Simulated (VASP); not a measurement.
Calculation: PBEsol GGA, VASP's PBE PAW potentials (set 64) (plane waves; VASP).

Input for VASP

File POSCAR:
```
C
1
    1.2307166181    -2.1316632181     0.0000000000
    1.2307166181     2.1316632181     0.0000000000
    0.0000000000     0.0000000000     7.1929605768
C
4
Direct
  0.0000000000   0.0000000000   0.2500000000
  0.0000000000   0.0000000000   0.7500000000
  0.3333330000   0.6666670000   0.2500000000
  0.6666670000   0.3333330000   0.7500000000
```

### INCAR
```
LWAVE = .FALSE.
LASPH = .TRUE.   ! aspherical one-centre terms
NSW = 60   ! most ionic steps
IBRION = 2   ! conjugate gradients
SYSTEM = C
EDIFF = 1E-6   ! SCF stop (eV)
LCHARG = .FALSE.
ENCUT = 520
GGA = PS
EDIFFG = -0.02
NELM = 100   ! most electronic steps
LREAL = .FALSE.   ! projection in real space or not
ALGO = Normal   ! blocked Davidson
PREC = Accurate
ISIF = 3   ! ions, shape and volume
SIGMA = 0.1   ! width (eV)
ISMEAR = 1
```

### KPOINTS
```
Automatic mesh
0
Gamma
13 13 4
0 0 0
```

POTCAR, in this order: C (PBE.64 set). Program: vasp_std.

The run wrote:

File OUTCAR:
```
 ion  position               nearest neighbor table
   1  0.000  0.000  0.250-   3 1.42   3 1.42   3 1.42
   2  0.000  0.000  0.750-   4 1.42   4 1.42   4 1.42
   3  0.333  0.667  0.250-   1 1.42   1 1.42   1 1.42
   4  0.667  0.333  0.750-   2 1.42   2 1.42   2 1.42
  LATTYP: Found a hexagonal cell.
 ALAT       =     2.4614328082
 C/A-ratio  =     2.9222656628
 Subroutine PRICEL returns:
 Original cell was already a primitive cell.
 Subroutine GETGRP returns: Found 24 space group operations
The static configuration has the point symmetry D_3d.
 The point group associated with its full space group is D_6h.
The dynamic configuration has the point symmetry D_3d.
 Subroutine INISYM returns: Found 24 space group operations
 Subroutine IBZKPT returns following result:
 Found     63 irreducible k-points:

 Following reciprocal coordinates:
            Coordinates               Weight
  0.000000  0.000000  0.000000      1.000000
  0.076923 -0.000000  0.000000      6.000000
  0.153846  0.000000  0.000000      6.000000
  0.230769  0.000000  0.000000      6.000000
  0.307692  0.000000  0.000000      6.000000
...
```

**OSZICAR**
```
       N       E                     dE             d eps       ncg     rms          rms(c)
DAV:   1     0.495469099094E+02    0.49547E+02   -0.82281E+03  1512   0.122E+03
DAV:   2    -0.369339124172E+02   -0.86481E+02   -0.78261E+02  2084   0.230E+02
DAV:   3    -0.409367479184E+02   -0.40028E+01   -0.39716E+01  1900   0.515E+01
DAV:   4    -0.409934709195E+02   -0.56723E-01   -0.56589E-01  1920   0.693E+00
DAV:   5    -0.409947909573E+02   -0.13200E-02   -0.13192E-02  1856   0.101E+00    0.904E+00
DAV:   6    -0.391674525138E+02    0.18273E+01   -0.17842E+00  1772   0.923E+00    0.525E+00
DAV:   7    -0.385773017091E+02    0.59015E+00   -0.20061E+00  1764   0.988E+00    0.131E+00
DAV:   8    -0.385837218907E+02   -0.64202E-02   -0.68114E-02  1700   0.180E+00    0.124E-01
DAV:   9    -0.385835495357E+02    0.17236E-03   -0.14347E-03  1900   0.312E-01    0.702E-02
DAV:  10    -0.385838035701E+02   -0.25403E-03   -0.40886E-04  1828   0.155E-01    0.425E-02
DAV:  11    -0.385838027961E+02    0.77393E-06   -0.54237E-06  2016   0.200E-02
   1 F= -.38583803E+02 E0= -.38583854E+02  d E =-.385838E+02
```

File OUTCAR:
```
------------------------ aborting loop because EDIFF is reached ----------------------------------------
  FORCE on cell =-STRESS in cart. coord.  units (eV):
  Direction    XX          YY          ZZ          XY          YZ          ZX
  --------------------------------------------------------------------------------------
  Total       -0.0707686     -0.0707686      0.0332444     -0.0000000      0.0000000     -0.0000000
  in kB       -3.0042548     -3.0042534      1.4112856     -0.0000000      0.0000000     -0.0000000
  external PRESSURE =      -1.5324075 kB  Pullay stress =       0.0000000 kB
  volume of cell :       37.74
      direct lattice vectors                 reciprocal lattice vectors
     1.230716618 -2.131663218  0.000000000     0.406267367 -0.234558628  0.000000000
     1.230716618  2.131663218  0.000000000     0.406267367  0.234558628  0.000000000
     0.000000000  0.000000000  7.192960577     0.000000000  0.000000000  0.139024813
 POSITION                                       TOTAL-FORCE (eV/Angst)
 -----------------------------------------------------------------------------------
      0.00000      0.00000      1.79824        -0.000000     -0.000000      0.000000
      0.00000      0.00000      5.39472         0.000000      0.000000      0.000000
      1.23072      0.71056      1.79824        -0.000000      0.000000     -0.000000
      1.23072     -0.71056      5.39472         0.000000     -0.000000      0.000000
 -----------------------------------------------------------------------------------
    total drift:                               -0.000000     -0.000000      0.000000
  FREE ENERGIE OF THE ION-ELECTRON SYSTEM (eV)
  ---------------------------------------------------
  free  energy   TOTEN  =       -38.5838027961 eV

  energy  without entropy=      -38.5839551471  energy(sigma->0) =      -38.58385358

 reached required accuracy - stopping structural energy minimisation
```
(Selected blocks of OUTCAR.)

Without a dispersion term in the relaxation, distances and binding between the weakly bound layers, chains or molecules are unreliable, and so is what depends on them.

The compound is C in the graphite structure. It was relaxed first, which changed the volume by +7 %. The start is the result of an earlier pass.
